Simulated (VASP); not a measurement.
A convergence study with VASP on HfB2 (AlB2 type): one setting is varied, all else stays as given below, so the limit is that of these other settings.

```
HfB2
1.0
    1.57000    -2.71932     0.00000
    1.57000     2.71932     0.00000
    0.00000     0.00000     3.48000
Hf B
1 2
Cartesian
  0.00000   0.00000   0.00000
  1.57000   0.90644   1.74000
  1.57000  -0.90644   1.74000
```

Computed with PBE GGA, VASP's PBE PAW potentials (set 64) (plane waves; VASP 6.6.1). The tightest run used: 700 eV cut-off, 21×21×16 Γ-centred mesh, first-order Methfessel-Paxton smearing of 0.10 eV, potentials Hf_pv B.

The settings run are 1×1×1 mesh; 2×2×2 mesh; 3×3×2 mesh; 4×4×3 mesh; 5×5×4 mesh; 7×7×5 mesh; 8×8×6 mesh; 9×9×7 mesh; 10×10×8 mesh; 11×11×8 mesh; 12×12×9 mesh; 14×14×11 mesh; 15×15×12 mesh; 16×16×12 mesh; 17×17×13 mesh; 18×18×14 mesh; 20×20×15 mesh; 21×21×16 mesh. From which on does the energy per atom stay within 0.001 eV/atom of the tightest run?

From 14×14×11 mesh on: it is off by 0.0001 there and by no more than 0.001 in any finer run, while 12×12×9 mesh is off by 0.0012.
```tsv
setting	E (eV/atom)	pressure (GPa)	irreducible k-points	difference judged (eV/atom)
1×1×1 mesh	-6.1630	23.54	1	2.6382
2×2×2 mesh	-8.6206	1.09	4	0.1806
3×3×2 mesh	-8.8156	0.18	6	0.0144
4×4×3 mesh	-8.7834	1.23	8	0.0177
5×5×4 mesh	-8.7932	1.17	15	0.0079
7×7×5 mesh	-8.7888	1.15	24	0.0124
8×8×6 mesh	-8.8004	1.00	40	0.0008
9×9×7 mesh	-8.7972	1.06	48	0.0040
10×10×8 mesh	-8.8004	1.02	70	0.0008
11×11×8 mesh	-8.8026	0.97	80	0.0014
12×12×9 mesh	-8.8024	0.98	95	0.0012
14×14×11 mesh	-8.8011	1.00	144	0.0001
15×15×12 mesh	-8.8014	0.99	189	0.0002
16×16×12 mesh	-8.8013	0.99	210	0.0001
17×17×13 mesh	-8.8017	0.99	231	0.0006
18×18×14 mesh	-8.8009	1.00	296	0.0003
20×20×15 mesh	-8.8013	0.99	352	0.0001
21×21×16 mesh	-8.8012	0.99	432	0.0000
```

Left out are rungs that failed or repeat a setting and relaxations that didn't move; long series are thinned to 24 rows.

The compound is HfB2 in the AlB2 type structure. The cell was not relaxed at this level.
